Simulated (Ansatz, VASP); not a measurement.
## TeIrSe (1T-IrSeTe monolayer): VASP beside Ansatz

One calculation is typed for both programs; each brings its own data sets. How far apart do they land? The structure shown is the start of the Ansatz relaxation below; VASP solves that cell, so the two are compared at the walk's first step.

Method: plane waves, with VASP 6.6.1 beside it; single point at PBE with D3(BJ), in Ansatz 0.2.0.

### 1. The starting structure

The cell holds 3 atoms: 1 Te, 1 Ir and 1 Se. Cell: a = 3.685 Å, b = 3.685 Å, c = 36.803 Å, α = 90.0°, β = 90.0°, γ = 120.0°. Vacuum lies along c.

### 2. Ansatz: relaxation, PBE with D3(BJ)

Ansatz runs on its default PAW (the set named soft_2) files.

The two programs are compared at the cell with which this relaxation starts, whose forces are those of its first step.

The input, input.yaml:

```yaml
crystal:
  lattice:
    - [3.685307, 0.0, 0.0]
    - [-1.8426535, 3.1915694827, 0.0]
    - [0.0, 0.0, 36.8028290176]
  atoms:
    - { symbol: Te, position: [0.6666666667, 0.3333333333, 0.4605624201] }
    - { symbol: Ir, position: [0.0, 0.0, 0.5043453142], spin: 1.0 }
    - { symbol: Se, position: [0.3333333333, 0.6666666667, 0.5394375799] }
  periodic: [true, true, false]
magnetization:
  spin_polarized: true
kpoints:
  mp_grid: { grid: [12, 12, 1] }
hamiltonian:
  xc: pbe
  dispersion: d3bj
scf:
  occupations: { method: fermi_dirac, width: 0.05 }
  convergence: { dr2_threshold: 1.0e-09 }
relax:
  f_tol: 0.004
  max_steps: 90
  cell: {}
output:
  write_potential: true
  write_density: true
  volumetric_format: npy
```

Command:

```sh
$ ansatz run input.yaml --threads 4 --pin off --max-ram 6144MiB --backend cpu --events-out ev --progress --plain --runs-dir out
```

Numbers of over 12 decimals in the logs are rounded to 6 here.

Log:

```text
Warning: relax.cell: scf.convergence.dr2_threshold = 1e-9 eV is looser than the 1.80198582388e-10 eV advised for a relaxation that steers and ends on the stress (1e-10 eV for each atom of the cell: 3, times the square of relax.cell.stress_2d_tol = 0.05 N/m over 12.9 Å (the atoms' height at the walk's start and 5 Å past either face), 3.875e-2 GPa, over a crystal's default 0.05). What an SCF threshold leaves in a stress goes as its square root, and in the free energy as the threshold itself, and one threshold admits the most on a small cell: [figures from the program's tests cut] Set scf.convergence.dr2_threshold to 1.80198582388e-10 eV or tighter. [rest of the remark cut]
Engine: ansatz 0.2.0, x86_64-unknown-linux-gnu
Pseudopotentials: kind: paw
Pseudopotential: Te, paw, valence charge 16, recommended cutoff 420 eV (normal), Te.paw.azcp
Pseudopotential: Ir, paw, valence charge 17, recommended cutoff 420 eV (normal), Ir.paw.azcp
Pseudopotential: Se, paw, valence charge 16, recommended cutoff 420 eV (normal), Se.paw.azcp
Functional definition: PBE
  parameter kappa = 0.804
  parameter beta = 0.066725
  exchange = pbe_x(kappa = kappa, mu = beta*pi^2/3)
  correlation = pbe_c(beta = beta)
Crystal: 3 atoms, lattice volume = 432.872 Å³
Basis set: ecut = 420 eV, 8475 PW (Γ), exchange–correlation on 50×50×500 points (8 copies of the dense FFT grid, shifted against one another)
Bands: 30, of which v1, the nominal top of the filled ones, is band 25 counted from 1 (24 counted from 0)
Symmetry: 6 space group operations
Space group: P3m1 (ITA 156), of the structure as read, at distance tolerance 7.6e-5 Å
Magnetic group: BNS 156.49 (UNI 1279), of the structure as read, at distance tolerance 7.6e-5 Å
k-points: 19 of 144 (time reversal used)
Non-local potential: Te, projectors of the file, l = 0: 2, l = 1: 2, l = 2: 2, l = 3: 2
Non-local potential: Ir, projectors of the file, l = 0: 3, l = 1: 2, l = 2: 2, l = 3: 1
Non-local potential: Se, projectors of the file, l = 0: 2, l = 1: 2, l = 2: 3, l = 3: 1
PAW form: soft (Blöchl's): semilocal exchange-correlation on the pseudo side does not see the compensation charge
PAW one-centre angular grid: Te, 590 points (default); XC on 64 Gauss nodes
PAW one-centre angular grid: Ir, 590 points (default); XC on 64 Gauss nodes
PAW one-centre angular grid: Se, 590 points (default); XC on 64 Gauss nodes
Initial density: superposition of atomic densities (neutral atoms: chi_scale 0, normalization atom)
Starting moments: Σ|m| = 1 μB on 1 of 3 sites
Initial wavefunctions: pseudopotential atomic-orbital guess
Functional: x = pbe(κ = 0.804, μ = 0.219515), c = pbe(β = 0.066725)
iter 1 solved again at ethr=2.92e-3 eV; its pass at ethr=3.10e-3 eV (dr2=1.43e0 eV) is discarded
SCF iter   1: F=—  HF=-24385.052725 eV  |F-HF|=—  |Δ(HF+E_count)|=         —  Δρ=8.65e-3 (↑8.65e-3 ↓8.53e-3)  dr2=1.48e0  dr2_m=4.71e-2  M=0.698 μB ∫|m|=0.721 μB  β_m=0.30  ethr=2.92e-3  ⟨swp⟩=1.6  Hψ=10431  notcnv=0
Mixer restart at iter 1: flushing history
preconditioner: auto → LDOS  [metal: Δε(μ)=0.022 eV  Ē_g=8.933 eV  σ=0.050 eV  W_gap=0.11  n_scr=22 (ndim 8)  ℏωp=8.2 eV  f_vac=0.808  D(μ)=3.10/eV (n_scr^D=12)]
spin=Collinear: LDOS preconditioning applied to the charge; magnetization (m = ρ↑ − ρ↓) channel mixes plain (no charge-response kernel on spin).
SCF iter   2: F=—  HF=-24385.294944 eV  |F-HF|=—  |Δ(HF+E_count)|=   2.42e-1  Δρ=6.46e-3 (↑6.38e-3 ↓6.46e-3)  dr2=6.77e-1  dr2_m=3.73e-2  M=0.614 μB ∫|m|=0.637 μB  β_m=0.62  ethr=2.92e-3  ⟨swp⟩=3.3  Hψ=1947  notcnv=0  defer=6
SCF iter   3: F=—  HF=-24385.705690 eV  |F-HF|=—  |Δ(HF+E_count)|=   4.11e-1  Δρ=2.25e-3 (↑2.25e-3 ↓1.67e-3)  dr2=2.08e-2  dr2_m=1.28e-2  M=0.339 μB ∫|m|=0.361 μB  β_m=0.72  ethr=1.38e-3  ⟨swp⟩=4.6  Hψ=2250  notcnv=0  defer=25
SCF iter   4: F=—  HF=-24385.756384 eV  |F-HF|=—  |Δ(HF+E_count)|=         —  Δρ=2.19e-3 (↑1.95e-3 ↓2.19e-3)  dr2=3.12e-3  dr2_m=1.65e-2  M=0.088 μB ∫|m|=0.102 μB  β_m=0.72  ethr=4.24e-5  ⟨swp⟩=3.4  Hψ=2766  notcnv=0  defer=32
SCF iter   5: F=—  HF=-24385.754519 eV  |F-HF|=—  |Δ(HF+E_count)|=   1.86e-3  Δρ=5.41e-4 (↑4.90e-4 ↓5.41e-4)  dr2=4.19e-4  dr2_m=8.96e-4  M=0.034 μB ∫|m|=0.040 μB  β_m=0.82  ethr=6.36e-6  ⟨swp⟩=3.3  Hψ=2644  notcnv=0  defer=33
[...]
the starting moments were not kept: the SCF closed with an absolute magnetisation of 3.7e-6 μB, where they sum to 1 μB in size (1 site). That is at most 0.1 of that sum. Measured as dr2_m measures the in/out step, that magnetisation stands 1.1e-12 eV from none, at or under the dr2_threshold of 1.0e-9 eV: it is no larger than a step whose dr2_m would equal this threshold.
SCF 6 converged in 7 iterations: F = -24385.766725 eV  dr2 = 4.83e-10
relax step   6: F+E_penalty+E_count = -24385.76672487 eV  Δ(F+E_penalty+E_count) = -2.888e-5 eV  max|allowed force component| = 3.888e-4 eV/Å  Δτ_max = 0.0041 Å  P = +0.010 N/m  Ω = 441.923 Å³  energy of the carried Pulay correction = -2.940e-4 eV  fix = [c, alpha, beta]  reactions: c +0.000 N/m  (7 SCF iters, accepted)
Initial wavefunctions: pseudopotential atomic-orbital guess (no wavefunctions were taken with the density)
[...]
iter 5 met the thresholds in force, and the SCF goes on: an eigenvalue changes by 15.78 meV, over its tolerance of 0.06 meV (output.eigenvalues, Limitations)
SCF iter   5: F=-24385.767009 eV  HF=-24385.767009 eV  |F-HF|=2.85e-7  |Δ(HF+E_count)|=   5.34e-6  Δρ=1.19e-7 (↑1.19e-7 ↓1.18e-7)  dr2=5.21e-10  dr2_m=2.15e-14  M=-0.000 μB ∫|m|=0.000 μB  β_m=0.77  ethr=2.04e-12  ⟨swp⟩=17.8  Hψ=10266  notcnv=0
iter 6 met the thresholds in force, and the SCF goes on: an eigenvalue changes by 2.72 meV, over its tolerance of 0.05 meV (output.eigenvalues, Limitations)
SCF iter   6: F=-24385.767009 eV  HF=-24385.767009 eV  |F-HF|=3.27e-8  |Δ(HF+E_count)|=   2.53e-7  Δρ=2.95e-8 (↑2.95e-8 ↓2.91e-8)  dr2=4.39e-11  dr2_m=5.02e-15  M=-0.000 μB ∫|m|=0.000 μB  β_m=1.00  ethr=1.06e-12  ⟨swp⟩=9.8  Hψ=6844  notcnv=0
Mixer restart at iter 6: flushing history
SCF iter   7: F=-24385.767009 eV  HF=-24385.767009 eV  |F-HF|=1.40e-9  |Δ(HF+E_count)|=   3.29e-8  Δρ=6.92e-8 (↑6.92e-8 ↓6.89e-8)  dr2=1.27e-9  dr2_m=1.01e-15  M=-0.000 μB ∫|m|=0.000 μB  β_m=1.00  ethr=1.00e-12  ⟨swp⟩=2.1  Hψ=1424  notcnv=0  κ⁻¹=1.0e0(r=1)
iter 8 met the thresholds in force, and the SCF goes on: an eigenvalue changes by 0.07 meV, over its tolerance of 0.05 meV (output.eigenvalues, Limitations)
SCF iter   8: F=-24385.767009 eV  HF=-24385.767009 eV  |F-HF|=1.24e-10  |Δ(HF+E_count)|=  1.35e-10  Δρ=3.17e-8 (↑3.17e-8 ↓3.17e-8)  dr2=1.31e-10  dr2_m=8.32e-16  M=-0.000 μB ∫|m|=0.000 μB  β_m=1.00  ethr=1.00e-12  ⟨swp⟩=8.9  Hψ=6677  notcnv=0  κ⁻¹=1.4e-2(r=2)
SCF iter   9: F=-24385.767009 eV  HF=-24385.767009 eV  |F-HF|=2.18e-11  |Δ(HF+E_count)|=  3.64e-11  Δρ=1.41e-8 (↑1.41e-8 ↓1.40e-8)  dr2=1.33e-11  dr2_m=4.39e-16  M=-0.000 μB ∫|m|=0.000 μB  ethr=1.00e-12  ⟨swp⟩=6.9  Hψ=5710  notcnv=0
the starting moments were not kept: the SCF closed with an absolute magnetisation of 6.2e-8 μB, where they sum to 1 μB in size (1 site). That is at most 0.1 of that sum. Measured as dr2_m measures the in/out step, that magnetisation stands 4.2e-16 eV from none, at or under the dr2_threshold of 1.0e-9 eV: it is no larger than a step whose dr2_m would equal this threshold.
SCF 7 converged in 9 iterations: F = -24385.767009 eV  dr2 = 1.33e-11
relax step   7: F+E_penalty+E_count = -24385.76700944 eV  Δ(F+E_penalty+E_count) = -2.846e-4 eV  max|allowed force component| = 4.257e-4 eV/Å  Δτ_max = 0.0000 Å  P = +0.007 N/m  Ω = 441.923 Å³  fix = [c, alpha, beta]  reactions: c +0.000 N/m  stress off target by 7.21e-3 N/m on what of the cell is left free  SCF on the basis re-selected at this cell (its energy is not comparable with the rows above)  (9 SCF iters)
basis re-selected at this cell: Δ(F+E_penalty+E_count) = -2.846e-4 eV, ΔP = -0.002 N/m vs the last step (what re-selecting the basis moved, of the pressure what is left beyond the Pulay correction that the steps carried, after the strain that the cell walked since its last selection, with what the two solves' SCF thresholds leave and, on support functions, any second-order correction that the steps lacked; it is no m [...]
SCF converged after 9 iterations
an eigenvalue changed by more than its tolerance at an iteration that met the thresholds in force, so the SCF went on 3 times, its first undamped step at iteration 6: the last check found none over its tolerance
Magnetization: -0.0000 μB (24.5000 up, 24.5000 down)
Absolute magnetization: 0.0000 μB (∫|ρ↑−ρ↓|, with the PAW one-centre terms)
Spin contamination: 0.0000 ħ² per cell (⟨S²⟩ above its minimum at these occupations)
Per-site moments (μB) at R_I (Å): [(-1.1305724279002207e-8, 1.109156), (-1.930859725733883e-8, 1.021548), (-9.735127421035675e-9, 1.021548)]
Free energy (F): -24385.767009 eV
Harris-Foulkes:  -24385.767009 eV  (|F-HF|=2.18e-11)
Internal energy: -24385.744277 eV  (E = F + TS)
E sigma→0 (E₀):  -24385.755643 eV
Entropy (-TS):   -0.022733 eV (-7.578 meV/atom)
Fermi energy:    -4.854070 eV
--- Per-component energies (eV) ---
  E_band       = -1664.487483
  E_kinetic    = 923.223416
  E_local      = -145510.723685  (includes V_loc(G=0)·N_el)
  E_nonlocal   = -830.693446
  E_hartree    = 72325.755289
  E_xc         = -495.810681
  E_vxc        = -501.507598  (∫ρ·V_xc dr)
  E_paw        = -15799.122745  (= ΣΔE_a)
  E_vpaw       = -396.295463  (= ΣTr[D̂ρ^β])
  E_aug_tail   = -0.000711  (compensation charges beyond the density's cutoff)
  E_ewald      = 65002.600522
  E_disp       = -0.972237  (pairwise vdW)
  E_smearing   = -0.022733  (= −TS)
  E_closure    = 0.000000  (closes the sum)
  Σ components = -24385.767009   (vs F -24385.767009, Δ=0.00e0)
--- Forces (eV/Å), atoms counted from 1 ---
  atom   1  Te     0.00000000     0.00000000     0.00042561
  atom   2  Ir    -0.00000000    -0.00000000    -0.00010042
  atom   3  Se     0.00000000     0.00000000    -0.00032541
  max |Σ_I F_I| component: 2.21e-7 eV/Å
--- 2D stress c σ (N/m, compression-positive) ---
        0.007207      -0.000000       0.000000
       -0.000000       0.007207      -0.000000
        0.000000      -0.000000       0.000000
  P = ½ c Tr σ = 0.0072 N/m
--- Band table (eV; the first three rows and the last of 38) ---
  k-point 0 ↑: bands = [... 21 lower, -6.6766, -5.3445, -4.6593, -4.6593, -1.5451, -1.5451, -1.0819, -0.3257, ... 1 higher]
  k-point 1 ↑: bands = [... 21 lower, -6.6267, -5.5860, -4.6244, -4.6084, -2.1701, -1.7015, -0.8435, -0.2087, ... 1 higher]
  k-point 2 ↑: bands = [... 21 lower, -6.6827, -5.7346, -4.6326, -4.6101, -3.0501, -1.9802, -0.4045, 0.0887, ... 1 higher]
  k-point 18 ↓: bands = [... 21 lower, -7.9487, -6.5042, -5.6433, -5.2112, -3.6607, -2.3584, 0.0620, 2.0388, ... 1 higher]
  the weakly bound empty levels are not read free of the cell's end (no_gap_told)
--- Relaxed structure (6 steps of the walk, 6 accepted, 1 SCFs on fresh bases) ---
  F+E_penalty+E_count = -24385.76700944 eV   max|allowed force component| = 4.257e-4 eV/Å   (the final SCF, on the basis selected at the relaxed cell)
  cell:  # Å, volume = 441.9233 Å³
    - [3.723639, 0, 0]
    - [-1.861819, 3.224766, 0]
    - [0, 0, 36.8028290176]
  atoms:
    - { symbol: Te, position: [0.666667, 0.333333, 0.461060] }
    - { symbol: Ir, position: [0, 0, 0.504942] }
    - { symbol: Se, position: [0.333333, 0.666667, 0.538344] }
```

(Continued in part 2 of 2.)

[Lines on the potential files, build, host, timing and source positions are cut from VASP's logs without a mark.]

[Logs are printed without paths, hosts, clocks, repeated set-up lines and the standing remarks that a program may print on its own settings, such as how far it seeks lower states.]

[Hosts, paths, dates, database ids (printed as entryN), source tags and the programs' standing remarks are cut or masked in the printed files.]
